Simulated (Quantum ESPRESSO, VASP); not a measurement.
An input for Quantum ESPRESSO (PBEsol, PSlibrary ultrasoft (PBE) pseudopotentials):

```
&CONTROL
    calculation = 'scf',
    prefix = 'run',
    outdir = './out',
    pseudo_dir = './',
    tprnfor = .true.,
    tstress = .true.,
/
&SYSTEM
    ibrav = 2,
    A = 6.9643740000,
    nat = 6,
    ntyp = 3,
    ecutwfc = 55,
    ecutrho = 440,
    occupations = 'smearing',
    smearing = 'gauss',
    degauss = 0.0099958,
    input_dft = 'pbesol',
/
&ELECTRONS
    conv_thr = 1.0e-11,
    mixing_beta = 0.7,
/
ATOMIC_SPECIES
Lu   174.9668  Lu.pbe-spdn-rrkjus_psl.1.0.0.UPF
Ni    58.6934  Ni.pbe-n-rrkjus_psl.1.0.0.UPF
Sn   118.7100  Sn.pbe-dn-rrkjus_psl.1.0.0.UPF
ATOMIC_POSITIONS {angstrom}
Lu    0.0000000000    0.0000000000    0.0000000000
Ni   -4.3512712315    4.3512712315    4.3512712315
Ni   -2.6131027685    4.3512712315    2.6131027685
Ni   -2.6131027685    2.6131027685    4.3512712315
Ni   -4.3512712315    2.6131027685    2.6131027685
Sn   -1.7410935000    1.7410935000    1.7410935000
K_POINTS {automatic}
6 6 6  0 0 0
```

Question: Write the VASP files for the same calculation.

Answer: One set of files that does it:

File POSCAR:
```
LuNi4Sn
1
    0.0000000000     3.4821870000     3.4821870000
    3.4821870000     0.0000000000     3.4821870000
    3.4821870000     3.4821870000     0.0000000000
Lu Ni Sn
1 4 1
Direct
  0.0000000000   0.0000000000   0.0000000000
  0.6247900000   0.6247900000   0.6247900000
  0.1256300000   0.6247900000   0.6247900000
  0.6247900000   0.6247900000   0.1256300000
  0.6247900000   0.1256300000   0.6247900000
  0.2500000000   0.2500000000   0.2500000000
```

### KPOINTS
```
Automatic
0
G
  6 6 6
0 0 0
```

**INCAR**
```
# general
SYSTEM  = LuNi4Sn
PREC    = Accurate
ENCUT   = 300
LREAL   = F   # projection in real space or not
LASPH   = T   # aspherical one-centre terms

# electronic loop
EDIFF   = 1E-6
NELM    = 100
ALGO    = Normal
LMAXMIX = 6   # l cut-off of mixed one-centre charges

# smearing
ISMEAR  = 0
SIGMA   = 0.136   # width (eV)

# functional
GGA     = PS

# ions
ISIF    = 2   # forces and stress, cell fixed

# output
LWAVE   = F
LCHARG  = F
```

POTCAR, in this order: Lu_3 Ni Sn_d (PBE.64 set). Program: vasp_std.

Both are inputs of real runs that ended normally. What can't carry over is the choice of potentials or basis and its cut-off, and each code's defaults.

The structure comes from a computed database's LuNi4Sn entry (F-43m); how it stands against other phases isn't given here. The cell was not relaxed at this level, and it may have been scaled.
